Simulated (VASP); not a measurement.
Computed with r2SCAN meta-GGA, VASP's PBE PAW potentials (set 64) (plane waves; VASP 6.6.1).

A VASP calculation is set up with these files.

INCAR:
```
SYSTEM = Ho
PREC = Accurate
ENCUT = 520
EDIFF = 1E-7
NELM = 100
ALGO = Normal
LREAL = .FALSE.
LASPH = .TRUE.
ISMEAR = 1
SIGMA = 0.1
METAGGA = R2SCAN
LMIXTAU = .TRUE.
LMAXMIX = 6
LWAVE = .FALSE.
LCHARG = .FALSE.
ISIF = 4
IBRION = 2
NSW = 30
EDIFFG = -0.01
```

File POSCAR:
```
Ho
1
    1.8230590636    -3.1576309797     0.0000000000
    1.8230590636     3.1576309797     0.0000000000
    0.0000000000     0.0000000000     5.6099130379
Ho
2
Direct
  0.3333330000   0.6666670000   0.2500000000
  0.6666670000   0.3333330000   0.7500000000
```

**KPOINTS**
```
Automatic
0
G
12 12 7
0 0 0
```

POTCAR, in this order: Ho_3 (PBE.64 set). Program: vasp_std.

What VASP printed:

File OSZICAR:
```
       N       E                     dE             d eps       ncg     rms          rms(c)
DAV:   1     0.380736539458E+02    0.38074E+02   -0.85897E+03  2125   0.134E+03
DAV:   2    -0.621595303833E+02   -0.10023E+03   -0.98518E+02  2734   0.563E+02
DAV:   3    -0.676745538964E+02   -0.55150E+01   -0.53050E+01  3204   0.999E+01
DAV:   4    -0.679123038417E+02   -0.23775E+00   -0.22731E+00  3364   0.149E+01
DAV:   5    -0.679181021765E+02   -0.57983E-02   -0.56827E-02  3256   0.254E+00    0.295E+01
DAV:   6    -0.660353186663E+02    0.18828E+01   -0.51854E-01  3234   0.105E+01    0.155E+01
DAV:   7    -0.645629133140E+02    0.14724E+01   -0.53078E-01  3467   0.987E+00    0.827E-01
DAV:   8    -0.659446922086E+02   -0.13818E+01   -0.49350E-01  3504   0.779E+00    0.308E+00
DAV:   9    -0.658008486713E+02    0.14384E+00   -0.55611E-02  2626   0.328E+00    0.936E-01
DAV:  10    -0.657451410774E+02    0.55708E-01   -0.33813E-03  3072   0.815E-01    0.104E+00
DAV:  11    -0.657266604809E+02    0.18481E-01   -0.48755E-03  2526   0.956E-01    0.792E-01
DAV:  12    -0.657404702711E+02   -0.13810E-01   -0.76775E-02  2311   0.351E+00    0.117E-01
DAV:  13    -0.657410991525E+02   -0.62888E-03   -0.30286E-03  3264   0.853E-01    0.149E-01
DAV:  14    -0.657401670175E+02    0.93214E-03   -0.21867E-04  2855   0.181E-01    0.196E-01
DAV:  15    -0.657408936906E+02   -0.72667E-03   -0.55350E-04  2618   0.163E-01    0.229E-01
DAV:  16    -0.657400926604E+02    0.80103E-03   -0.26463E-04  2551   0.226E-01    0.219E-01
DAV:  17    -0.657399393638E+02    0.15330E-03   -0.15319E-04  2595   0.125E-01    0.184E-01
DAV:  18    -0.657399782342E+02   -0.38870E-04   -0.67463E-05  3269   0.844E-02    0.121E-01
DAV:  19    -0.657399065477E+02    0.71686E-04   -0.20195E-05  2987   0.497E-02    0.947E-02
DAV:  20    -0.657399219193E+02   -0.15372E-04   -0.14484E-05  3306   0.445E-02    0.755E-02
DAV:  21    -0.657399149408E+02    0.69785E-05   -0.44820E-05  3340   0.866E-02    0.274E-02
DAV:  22    -0.657399369972E+02   -0.22056E-04   -0.93713E-06  3108   0.429E-02    0.187E-02
DAV:  23    -0.657399294902E+02    0.75070E-05   -0.16159E-06  2590   0.155E-02    0.167E-02
DAV:  24    -0.657399322512E+02   -0.27610E-05   -0.54177E-07  3193   0.845E-03    0.117E-02
DAV:  25    -0.657399214313E+02    0.10820E-04   -0.16744E-06  3238   0.170E-02    0.488E-03
DAV:  26    -0.657399247110E+02   -0.32797E-05   -0.30306E-07  2346   0.585E-03    0.219E-03
DAV:  27    -0.657399223232E+02    0.23878E-05   -0.91361E-08  1303   0.342E-03    0.169E-03
DAV:  28    -0.657399224959E+02   -0.17264E-06   -0.22308E-08  1273   0.432E-03    0.106E-03
DAV:  29    -0.657399233189E+02   -0.82299E-06   -0.18846E-08  1273   0.232E-03    0.234E-04
DAV:  30    -0.657399231603E+02    0.15854E-06   -0.51767E-09  1273   0.247E-03    0.230E-04
DAV:  31    -0.657399228598E+02    0.30050E-06   -0.51016E-09  1273   0.136E-03    0.294E-04
DAV:  32    -0.657399228818E+02   -0.21952E-07   -0.21889E-09  1243   0.168E-03
   1 F= -.65739923E+02 E0= -.65739197E+02  d E =-.657399E+02
       N       E                     dE             d eps       ncg     rms          rms(c)
DAV:   1    -0.657401580359E+02   -0.23518E-03   -0.10514E-02  2838   0.930E-01    0.715E-02
DAV:   2    -0.657400343833E+02    0.12365E-03   -0.37405E-04  3126   0.250E-01    0.425E-02
DAV:   3    -0.657400228485E+02    0.11535E-04   -0.32228E-05  3335   0.729E-02    0.214E-02
DAV:   4    -0.657400153553E+02    0.74932E-05   -0.23833E-05  3284   0.441E-02    0.130E-02
DAV:   5    -0.657400171839E+02   -0.18286E-05   -0.57172E-06  2673   0.239E-02    0.795E-03
DAV:   6    -0.657400171192E+02    0.64732E-07   -0.45891E-07  2806   0.717E-03
   2 F= -.65740017E+02 E0= -.65739315E+02  d E =-.942374E-04
       N       E                     dE             d eps       ncg     rms          rms(c)
DAV:   1    -0.657401496001E+02   -0.13242E-03   -0.90279E-03  2818   0.861E-01    0.657E-02
DAV:   2    -0.657400428949E+02    0.10671E-03   -0.31954E-04  3134   0.231E-01    0.398E-02
DAV:   3    -0.657400333335E+02    0.95614E-05   -0.27827E-05  3335   0.679E-02    0.201E-02
DAV:   4    -0.657400267843E+02    0.65492E-05   -0.20829E-05  3284   0.412E-02    0.120E-02
DAV:   5    -0.657400285620E+02   -0.17776E-05   -0.51224E-06  2668   0.229E-02    0.743E-03
DAV:   6    -0.657400284271E+02    0.13487E-06   -0.39885E-07  2623   0.662E-03    0.113E-03
DAV:   7    -0.657400287241E+02   -0.29704E-06   -0.68608E-08  1276   0.354E-03    0.150E-03
DAV:   8    -0.657400284619E+02    0.26222E-06   -0.22589E-08  1208   0.329E-03    0.511E-04
DAV:   9    -0.657400285464E+02   -0.84528E-07   -0.15942E-08  1183   0.228E-03
   3 F= -.65740029E+02 E0= -.65739349E+02  d E =-.105665E-03
```

OUTCAR:
```
------------------------ aborting loop because EDIFF is reached ----------------------------------------
  FORCE on cell =-STRESS in cart. coord.  units (eV):
  Direction    XX          YY          ZZ          XY          YZ          ZX
  --------------------------------------------------------------------------------------
  Total       -0.3823993     -0.3823994     -0.4012170      0.0000000     -0.0000000      0.0000000
  in kB       -9.4859205     -9.4859208     -9.9527165      0.0000000     -0.0000000      0.0000000
  external PRESSURE =      -9.6415192 kB  Pullay stress =       0.0000000 kB
  volume of cell :       64.59
      direct lattice vectors                 reciprocal lattice vectors
     1.820455799 -3.153121991 -0.000000000     0.274656490 -0.158572996 -0.000000000
     1.820455799  3.153121991 -0.000000000     0.274656490  0.158572996  0.000000000
     0.000000000 -0.000000000  5.625968942     0.000000000 -0.000000000  0.177747160
 POSITION                                       TOTAL-FORCE (eV/Angst)
 -----------------------------------------------------------------------------------
      1.82046      1.05104      1.40649         0.000000     -0.000000      0.000000
      1.82046     -1.05104      4.21948        -0.000000      0.000000     -0.000000
 -----------------------------------------------------------------------------------
    total drift:                                0.000000      0.000095     -0.000010
  FREE ENERGIE OF THE ION-ELECTRON SYSTEM (eV)
  ---------------------------------------------------
  free  energy   TOTEN  =       -65.7400285464 eV

  energy  without entropy=      -65.7379901053  energy(sigma->0) =      -65.73934907

 reached required accuracy - stopping structural energy minimisation
```
(Selected blocks of OUTCAR.)

**CONTCAR**
```
Ho
   1.00000000000000
     1.8204557993170940   -3.1531219914181743   -0.0000000000000000
     1.8204557993170940    3.1531219914181743   -0.0000000000000000
     0.0000000000000000   -0.0000000000000000    5.6259689419087495
  Ho
     2
Direct
     0.3333330000000032    0.6666669999999968    0.2500000000000000
     0.6666669999999968    0.3333330000000032    0.7500000000000000
```

The 4f electrons are frozen in the core of the lanthanide potential, so 4f levels, which can set the real gap, and their magnetism are missing.

The compound is Ho in the hcp structure. This cell is one point of a volume scan, at 1.03 of the reference volume. Symmetry was kept, so distortions that lower it aren't found.
